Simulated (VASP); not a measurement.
# Band gap of SnSe2 at several levels of theory, part 2 of 3

How does the band gap of SnSe2 depend on the functional? The starting structure is a measured crystal structure from the Crystallography Open Database. Cell and atoms stay as given. Meshes and data sets differ where the inputs say so.

VASP 6.6.1.

Results so far: LDA 0.590 eV; PBE 0.719 eV; r2SCAN 1.025 eV.

## (5) Bands with TB-mBJ

Level of this step: TB-mBJ; plane waves and PAW (Sn_d, Se) (VASP).

TB-mBJ is a local potential fitted to gaps: it costs far less than a hybrid but gives no energy. Its energies, forces and stress mean nothing.

INCAR reads:

```
SYSTEM = SnSe2
PREC = Accurate
ENCUT = 350
EDIFF = 1E-06
NELM = 150
ISMEAR = 0
SIGMA = 0.03
LREAL = .FALSE.
ALGO = Normal
METAGGA = MBJ
LASPH = .TRUE.
NBANDS = 26
LORBIT = 11
LWAVE = .FALSE.
LCHARG = .FALSE.
KPAR = 4
```

POSCAR reads:

```
SnSe2
1.0
    3.8108000000      0.0000000000      0.0000000000
   -1.9054000000      3.3002496087      0.0000000000
    0.0000000000      0.0000000000      6.1410000000
Sn Se
1 2
Direct
    0.0000000000      0.0000000000      0.0000000000
    0.6666666667      0.3333333333      0.7508000000
    0.3333333333      0.6666666667      0.2492000000
```

KPOINTS reads:

```
Automatic mesh
0
Gamma
6 6 4
0 0 0
```

KPOINTS_OPT reads:

```
Line mode
10
Line-mode
Reciprocal
  0.00000000   0.00000000   0.00000000 GAMMA
  0.50000000   0.00000000   0.00000000 M

  0.50000000   0.00000000   0.00000000 M
  0.33333333   0.33333333   0.00000000 K

  0.33333333   0.33333333   0.00000000 K
  0.00000000   0.00000000   0.00000000 GAMMA

  0.00000000   0.00000000   0.00000000 GAMMA
  0.00000000   0.00000000   0.50000000 A

  0.00000000   0.00000000   0.50000000 A
  0.50000000   0.00000000   0.50000000 L

  0.50000000   0.00000000   0.50000000 L
  0.33333333   0.33333333   0.50000000 H

  0.33333333   0.33333333   0.50000000 H
  0.00000000   0.00000000   0.50000000 A

  0.50000000   0.00000000   0.50000000 L
  0.50000000   0.00000000   0.00000000 M

  0.33333333   0.33333333   0.00000000 K
  0.33333333   0.33333333   0.50000000 H
```

The projector-augmented-wave data sets are Sn_d and Se (PBE family, release 64).

On the command line:

```bash
$ mpirun -np 4 vasp_std
```

The log of the run:

```text
[banner, memory and clock lines left out]
running    4 mpi-ranks, on    1 nodes
[...]
[... a notice as in an earlier step ...]

 LDA part: xc-table for (None), standard interpolation
 POSCAR, INCAR and KPOINTS ok, starting setup
[...]
entering main loop
       N       E                     dE             d eps       ncg     rms          rms(c)
DAV:   1     0.728547900107E+03    0.72855E+03   -0.90623E+03  1334   0.873E+02
DAV:   2     0.560622779278E+03   -0.16793E+03   -0.15680E+03  1378   0.276E+02
DAV:   3     0.540650465743E+03   -0.19972E+02   -0.19728E+02  1528   0.831E+01
DAV:   4     0.540054027220E+03   -0.59644E+00   -0.59588E+00  1462   0.156E+01
[...]
DAV:  37     0.543657194793E+03    0.20742E-05   -0.57957E-11   642   0.424E-05    0.211E-05
DAV:  38     0.543657201273E+03    0.64798E-05   -0.25002E-11   642   0.288E-05    0.105E-05
DAV:  39     0.543657201719E+03    0.44691E-06   -0.14855E-11   642   0.219E-05
   1 F= 0.54365720E+03 E0= 0.54365720E+03  d E =-.927444E-11
 Start KPOINTS_OPT (optional k-point list driver)
k-point batch [1-24\90]
       N       E                     dE             ncg
DAV:   1    -0.693992647183E+02   -0.13012E+05     1356
DAV:   2    -0.408382986711E+04   -0.40144E+04     1386
DAV:   3    -0.456524537931E+04   -0.48142E+03     1534
DAV:   4    -0.458003059736E+04   -0.14785E+02     1520
DAV:   5    -0.458062836199E+04   -0.59776E+00     1978
DAV:   6    -0.458063436133E+04   -0.59993E-02     1522
DAV:   7    -0.458063464540E+04   -0.28407E-03     1964
DAV:   8    -0.458063464761E+04   -0.22096E-05     1322
DAV:   9    -0.458063464779E+04   -0.18443E-06     1132
[...]
k-point batch [73-90\90]
       N       E                     dE             ncg
DAV:   1     0.254562771502E+04   -0.13301E+05     1006
DAV:   2    -0.529844260579E+03   -0.30755E+04     1048
DAV:   3    -0.895517133739E+03   -0.36567E+03     1166
DAV:   4    -0.907051819952E+03   -0.11535E+02     1100
DAV:   5    -0.907518349698E+03   -0.46653E+00     1460
DAV:   6    -0.907527300285E+03   -0.89506E-02     1150
DAV:   7    -0.907527692231E+03   -0.39195E-03     1452
DAV:   8    -0.907527694842E+03   -0.26110E-05     1044
DAV:   9    -0.907527695001E+03   -0.15965E-06      820
```

Wall time 72 s (4 MPI ranks of Intel Xeon Platinum 8375C at 2.90GHz (Ice Lake), shared host); peak memory 0.73 GiB; 4.7 min of CPU time.

OUTCAR, selected parts (step 5):

```text
  Total      -74.2802607    -74.2802607    -75.3955319     -0.0000000     -0.0000000      0.0000000
  in kB    -1540.9266269  -1540.9266269  -1564.0626662     -0.0000000     -0.0000000      0.0000000
  external PRESSURE =   -1548.6386400 kB  Pullay stress =       0.0000000 kB

 POSITION                                       TOTAL-FORCE (eV/Angst)
 -----------------------------------------------------------------------------------
      0.00000      0.00000      0.00000        -0.000000      0.000000      0.000000
      1.90540      1.10008      4.61066         0.000000      0.000000      0.234304
     -0.00000      2.20017      1.53034         0.000000      0.000000     -0.234304
 -----------------------------------------------------------------------------------
    total drift:                                0.000000      0.000000      0.000000

  FREE ENERGIE OF THE ION-ELECTRON SYSTEM (eV)
  ---------------------------------------------------
  free  energy   TOTEN  =       543.6572017194 eV

  energy  without entropy=      543.6572017194  energy(sigma->0) =      543.65720172

[... 2 parts as in an earlier step ...]

[... 1 further part left out ...]
[key lines of the parts left out:]
E-fermi :   4.2169
```

TB-mBJ gives a least gap of 1.359 eV, and a least direct gap of 1.874 eV. The least gap is +0.768 eV from that of LDA.

## (6) Bands with LDA + spin-orbit coupling

Spin-orbit coupling is switched on in this step.

INCAR reads:

```
SYSTEM = SnSe2
PREC = Accurate
ENCUT = 350
EDIFF = 1E-06
NELM = 100
ISMEAR = 0
SIGMA = 0.03
LREAL = .FALSE.
ALGO = Normal
GGA = CA
LNONCOLLINEAR = .TRUE.
MAGMOM = 0 0 0 0 0 0 0 0 0
NBANDS = 38
GGA_COMPAT = .FALSE.
LASPH = .TRUE.
LSORBIT = .TRUE.
LORBIT = 11
LWAVE = .FALSE.
LCHARG = .FALSE.
KPAR = 4
```

POSCAR is that of step 5.

KPOINTS is that of step 5.

KPOINTS_OPT is that of step 5.

Potentials, in the order of the species: Sn_d and Se (LDA family, release 64).

On the command line:

```bash
$ mpirun -np 4 vasp_ncl
```

The log of the run:

```text
[... set-up lines as in an earlier step ...]
 entering main loop
       N       E                     dE             d eps       ncg     rms          rms(c)
DAV:   1     0.215172738597E+03    0.21517E+03   -0.93281E+03  1880   0.124E+03
DAV:   2     0.186574833016E+02   -0.19652E+03   -0.18753E+03  1900   0.372E+02
DAV:   3    -0.126147382565E+02   -0.31272E+02   -0.30280E+02  2200   0.138E+02
DAV:   4    -0.141137891704E+02   -0.14991E+01   -0.14899E+01  2150   0.336E+01
[...]
DAV:  10    -0.138399288833E+02    0.87802E-04   -0.18669E-04  2422   0.168E-01    0.507E-02
DAV:  11    -0.138399307578E+02   -0.18744E-05   -0.63376E-05  2178   0.502E-02    0.152E-02
DAV:  12    -0.138399309990E+02   -0.24121E-06   -0.49587E-06  1914   0.166E-02
   1 F= -.13839931E+02 E0= -.13839931E+02  d E =-.272268E-24  mag=    -0.0000     0.0000    -0.0000
 Start KPOINTS_OPT (optional k-point list driver)
k-point batch [1-24\90]
       N       E                     dE             ncg
DAV:   1     0.792782229166E+03   -0.11815E+05     1924
DAV:   2    -0.382345262700E+04   -0.46162E+04     1886
DAV:   3    -0.452214144378E+04   -0.69869E+03     2222
DAV:   4    -0.455282190069E+04   -0.30680E+02     2182
DAV:   5    -0.455360784664E+04   -0.78595E+00     2610
DAV:   6    -0.455362193145E+04   -0.14085E-01     2316
DAV:   7    -0.455362264627E+04   -0.71482E-03     2722
DAV:   8    -0.455362265536E+04   -0.90926E-05     2042
DAV:   9    -0.455362265553E+04   -0.16725E-06     1460
[...]
k-point batch [73-90\90]
       N       E                     dE             ncg
DAV:   1     0.277864320115E+04   -0.12505E+05     1420
DAV:   2    -0.731638962766E+03   -0.35103E+04     1438
DAV:   3    -0.125056551802E+04   -0.51893E+03     1604
DAV:   4    -0.127340380611E+04   -0.22838E+02     1662
DAV:   5    -0.127398116707E+04   -0.57736E+00     1942
DAV:   6    -0.127399244241E+04   -0.11275E-01     1722
DAV:   7    -0.127399313604E+04   -0.69362E-03     2068
DAV:   8    -0.127399313981E+04   -0.37780E-05     1432
DAV:   9    -0.127399313995E+04   -0.13464E-06     1114
```

Run time: 1.8 min. Hardware: 4 MPI ranks; peak memory 1.1 GiB.

Parts of OUTCAR (step 6):

```text
  Total        0.1701904      0.1701904      0.8439318     -0.0000000      0.0000000      0.0000000
  in kB        3.5305603      3.5305603     17.5071684     -0.0000000      0.0000000      0.0000000
  external PRESSURE =       8.1894296 kB  Pullay stress =       0.0000000 kB

 POSITION                                       TOTAL-FORCE (eV/Angst)
 -----------------------------------------------------------------------------------
      0.00000      0.00000      0.00000         0.000000      0.000000      0.000000
      1.90540      1.10008      4.61066        -0.000000      0.000000     -0.479261
     -0.00000      2.20017      1.53034        -0.000000     -0.000000      0.479261
 -----------------------------------------------------------------------------------
    total drift:                               -0.000000      0.000000      0.000000

  FREE ENERGIE OF THE ION-ELECTRON SYSTEM (eV)
  ---------------------------------------------------
  free  energy   TOTEN  =       -13.8399309990 eV

  energy  without entropy=      -13.8399309990  energy(sigma->0) =      -13.83993100

 magnetization (x)
# of ion       s       p       d       tot
------------------------------------------
    1        0.000   0.000   0.000   0.000
    2        0.000   0.000   0.000   0.000
    3        0.000   0.000   0.000   0.000
--------------------------------------------------
tot          0.000   0.000   0.000   0.000

 magnetization (y)
# of ion       s       p       d       tot
------------------------------------------
    1        0.000   0.000   0.000   0.000
    2        0.000   0.000  -0.000  -0.000
    3        0.000   0.000  -0.000  -0.000
--------------------------------------------------
tot          0.000   0.000  -0.000  -0.000

 magnetization (z)
# of ion       s       p       d       tot
------------------------------------------
    1        0.000  -0.000   0.000   0.000
    2        0.000   0.000   0.000   0.000
    3        0.000   0.000   0.000   0.000
--------------------------------------------------
tot          0.000  -0.000   0.000   0.000

[... 1 part as in an earlier step ...]

[... 2 further parts left out ...]
[key lines of the parts left out:]
E-fermi :   4.3573
```

LDA + spin-orbit coupling gives a least gap of 0.570 eV, and a least direct gap of 0.854 eV. The least gap is -0.021 eV from that of LDA.

## (7) Bands with r2SCAN + spin-orbit coupling

INCAR: that of step 6 with these lines changed.

```diff
@@ -9,3 +9,4 @@
 ALGO = Normal
-GGA = CA
+METAGGA = R2SCAN
+LASPH = .TRUE.
 LNONCOLLINEAR = .TRUE.
@@ -14,3 +15,2 @@
 GGA_COMPAT = .FALSE.
-LASPH = .TRUE.
 LSORBIT = .TRUE.
```

POSCAR is that of step 6.

KPOINTS is that of step 6.

KPOINTS_OPT is that of step 6.

PAW data sets: Sn_d and Se (PBE family, release 64).

On the command line:

```bash
$ mpirun -np 4 vasp_ncl
```

The log of the run:

```text
[... set-up lines as in an earlier step ...]
 entering main loop
       N       E                     dE             d eps       ncg     rms          rms(c)
DAV:   1     0.175545662476E+03    0.17555E+03   -0.95553E+03  1868   0.127E+03
DAV:   2    -0.256763345730E+02   -0.20122E+03   -0.19219E+03  1892   0.379E+02
DAV:   3    -0.575805356793E+02   -0.31904E+02   -0.30992E+02  2190   0.141E+02
DAV:   4    -0.590486085897E+02   -0.14681E+01   -0.14594E+01  2174   0.337E+01
[...]
DAV:  11    -0.546549893893E+02   -0.25073E-04   -0.97396E-05  2380   0.908E-02    0.274E-02
DAV:  12    -0.546550002988E+02   -0.10909E-04   -0.13073E-05  2002   0.309E-02    0.852E-03
DAV:  13    -0.546550004655E+02   -0.16671E-06   -0.18986E-06  1944   0.110E-02
   1 F= -.54655000E+02 E0= -.54655000E+02  d E =-.286617E-17  mag=     0.0000    -0.0000    -0.0000
 Start KPOINTS_OPT (optional k-point list driver)
k-point batch [1-24\90]
       N       E                     dE             ncg
DAV:   1     0.633585275132E+03   -0.11974E+05     1950
DAV:   2    -0.416906981461E+04   -0.48027E+04     1892
DAV:   3    -0.487665127011E+04   -0.70758E+03     2206
DAV:   4    -0.490631526650E+04   -0.29664E+02     2154
DAV:   5    -0.490711052795E+04   -0.79526E+00     2694
DAV:   6    -0.490712089820E+04   -0.10370E-01     2310
DAV:   7    -0.490712140609E+04   -0.50788E-03     2762
DAV:   8    -0.490712141044E+04   -0.43579E-05     2000
DAV:   9    -0.490712141063E+04   -0.18984E-06     1466
[...]
k-point batch [73-90\90]
       N       E                     dE             ncg
DAV:   1     0.265437918499E+04   -0.12630E+05     1420
DAV:   2    -0.994356638090E+03   -0.36487E+04     1460
DAV:   3    -0.151812439084E+04   -0.52377E+03     1606
DAV:   4    -0.154004517102E+04   -0.21921E+02     1646
DAV:   5    -0.154062711286E+04   -0.58194E+00     2026
DAV:   6    -0.154063420202E+04   -0.70892E-02     1724
DAV:   7    -0.154063453490E+04   -0.33289E-03     2066
DAV:   8    -0.154063453798E+04   -0.30816E-05     1416
DAV:   9    -0.154063453815E+04   -0.16786E-06     1066
```

The job ended after 6.8 min (4 MPI ranks; peak memory 1.3 GiB).

Parts of OUTCAR (step 7):

```text
  Total        1.4485412      1.4485412      2.0667163     -0.0000000      0.0000000     -0.0000000
  in kB       30.0496482     30.0496482     42.8735469     -0.0000000      0.0000000     -0.0000000
  external PRESSURE =      34.3242811 kB  Pullay stress =       0.0000000 kB

 POSITION                                       TOTAL-FORCE (eV/Angst)
 -----------------------------------------------------------------------------------
      0.00000      0.00000      0.00000        -0.000000      0.000000      0.000000
      1.90540      1.10008      4.61066         0.000000     -0.000000     -0.503581
     -0.00000      2.20017      1.53034        -0.000000      0.000000      0.503581
 -----------------------------------------------------------------------------------
    total drift:                               -0.000000      0.000000     -0.000000

  FREE ENERGIE OF THE ION-ELECTRON SYSTEM (eV)
  ---------------------------------------------------
  free  energy   TOTEN  =       -54.6550004655 eV

  energy  without entropy=      -54.6550004655  energy(sigma->0) =      -54.65500047

 magnetization (x)
# of ion       s       p       d       tot
------------------------------------------
    1       -0.000   0.000   0.000  -0.000
    2        0.000  -0.000   0.000  -0.000
    3        0.000  -0.000   0.000  -0.000
--------------------------------------------------
tot         -0.000  -0.000   0.000  -0.000

 magnetization (y)
# of ion       s       p       d       tot
------------------------------------------
    1        0.000   0.000   0.000   0.000
    2       -0.000  -0.000   0.000  -0.000
    3       -0.000   0.000   0.000   0.000
--------------------------------------------------
tot         -0.000   0.000   0.000  -0.000

[... 3 parts as in an earlier step ...]

[... 1 further part left out ...]
[key lines of the parts left out:]
E-fermi :   4.0879
```

r2SCAN + spin-orbit coupling gives a least gap of 1.001 eV, and a least direct gap of 1.489 eV. The least gap is -0.025 eV from that of r2SCAN.

## (8) Bands with TB-mBJ + spin-orbit coupling

INCAR: that of step 7 with these lines changed.

```diff
@@ -4,3 +4,3 @@
 EDIFF = 1E-06
-NELM = 100
+NELM = 150
 ISMEAR = 0
@@ -9,3 +9,3 @@
 ALGO = Normal
-METAGGA = R2SCAN
+METAGGA = MBJ
 LASPH = .TRUE.
```

POSCAR is that of step 7.

KPOINTS is that of step 7.

KPOINTS_OPT is that of step 7.

On the command line:

```bash
$ mpirun -np 4 vasp_ncl
```

The log of the run:

```text
[... set-up lines as in an earlier step ...]
 entering main loop
       N       E                     dE             d eps       ncg     rms          rms(c)
DAV:   1     0.763590746754E+03    0.76359E+03   -0.92050E+03  1868   0.122E+03
DAV:   2     0.571149167143E+03   -0.19244E+03   -0.18365E+03  1900   0.362E+02
DAV:   3     0.541380819369E+03   -0.29768E+02   -0.29005E+02  2192   0.134E+02
DAV:   4     0.539995870523E+03   -0.13849E+01   -0.13763E+01  2206   0.318E+01
[...]
DAV:  36     0.543558690630E+03   -0.16984E-05   -0.49283E-11  1038   0.570E-05    0.284E-05
DAV:  37     0.543558686306E+03   -0.43238E-05   -0.31277E-11  1038   0.412E-05    0.461E-06
DAV:  38     0.543558685530E+03   -0.77613E-06   -0.23474E-11  1038   0.370E-05
   1 F= 0.54355869E+03 E0= 0.54355869E+03  d E =-.511299E-12  mag=    -0.0000     0.0000    -0.0000
 Start KPOINTS_OPT (optional k-point list driver)
k-point batch [1-24\90]
       N       E                     dE             ncg
DAV:   1     0.818557838740E+03   -0.11789E+05     1950
DAV:   2    -0.387311358686E+04   -0.46917E+04     1918
DAV:   3    -0.455091084912E+04   -0.67780E+03     2196
DAV:   4    -0.457952991077E+04   -0.28619E+02     2208
DAV:   5    -0.458074525318E+04   -0.12153E+01     3060
DAV:   6    -0.458075794823E+04   -0.12695E-01     2390
DAV:   7    -0.458075864472E+04   -0.69648E-03     2910
DAV:   8    -0.458075866340E+04   -0.18686E-04     2440
DAV:   9    -0.458075866400E+04   -0.60114E-06     1556
[...]
k-point batch [73-90\90]
       N       E                     dE             ncg
DAV:   1     0.280460691313E+04   -0.12479E+05     1418
DAV:   2    -0.767011130404E+03   -0.35716E+04     1482
DAV:   3    -0.126912467105E+04   -0.50211E+03     1606
DAV:   4    -0.129040322388E+04   -0.21279E+02     1686
DAV:   5    -0.129129978328E+04   -0.89656E+00     2314
DAV:   6    -0.129130819134E+04   -0.84081E-02     1790
DAV:   7    -0.129130863084E+04   -0.43949E-03     2166
DAV:   8    -0.129130864243E+04   -0.11595E-04     1840
DAV:   9    -0.129130864279E+04   -0.36287E-06     1122
```

Run time: 4.7 min. Hardware: 4 MPI ranks; peak memory 1.3 GiB.

OUTCAR, selected parts (step 8):

```text
  Total      -74.2514507    -74.2514507    -75.3801645      0.0000000     -0.0000000      0.0000000
  in kB    -1540.3289693  -1540.3289693  -1563.7438738      0.0000000     -0.0000000      0.0000000
  external PRESSURE =   -1548.1339375 kB  Pullay stress =       0.0000000 kB

 POSITION                                       TOTAL-FORCE (eV/Angst)
 -----------------------------------------------------------------------------------
      0.00000      0.00000      0.00000        -0.000000      0.000000     -0.000000
      1.90540      1.10008      4.61066        -0.000000      0.000000      0.225886
     -0.00000      2.20017      1.53034         0.000000     -0.000000     -0.225886
 -----------------------------------------------------------------------------------
    total drift:                               -0.000000      0.000000     -0.000000

  FREE ENERGIE OF THE ION-ELECTRON SYSTEM (eV)
  ---------------------------------------------------
  free  energy   TOTEN  =       543.5586855303 eV

  energy  without entropy=      543.5586855303  energy(sigma->0) =      543.55868553

 magnetization (x)
# of ion       s       p       d       tot
------------------------------------------
    1        0.000  -0.000   0.000   0.000
    2        0.000   0.000   0.000   0.000
    3        0.000   0.000   0.000   0.000
--------------------------------------------------
tot          0.000   0.000   0.000   0.000

 magnetization (y)
# of ion       s       p       d       tot
------------------------------------------
    1        0.000  -0.000  -0.000  -0.000
    2        0.000   0.000   0.000   0.000
    3       -0.000   0.000   0.000   0.000
--------------------------------------------------
tot          0.000   0.000   0.000   0.000

 magnetization (z)
# of ion       s       p       d       tot
------------------------------------------
    1        0.000   0.000   0.000   0.000
    2        0.000   0.000   0.000   0.000
    3        0.000   0.000   0.000   0.000
--------------------------------------------------
tot          0.000   0.000   0.000   0.000

[... 2 parts as in an earlier step ...]

[... 1 further part left out ...]
[key lines of the parts left out:]
E-fermi :   4.2790
```

TB-mBJ + spin-orbit coupling gives a least gap of 1.332 eV, and a least direct gap of 1.827 eV. The least gap is -0.027 eV from that of TB-mBJ.

(Continued in part 3 of 3.)

[Lines on the potential files, build, host, timing and source positions are cut from VASP's logs without a mark.]

[Logs are printed without paths, hosts, clocks, repeated set-up lines and the standing remarks that a program may print on its own settings, such as how far it seeks lower states.]

[Hosts, paths, dates, database ids (printed as entryN), source tags and the programs' standing remarks are cut or masked in the printed files.]
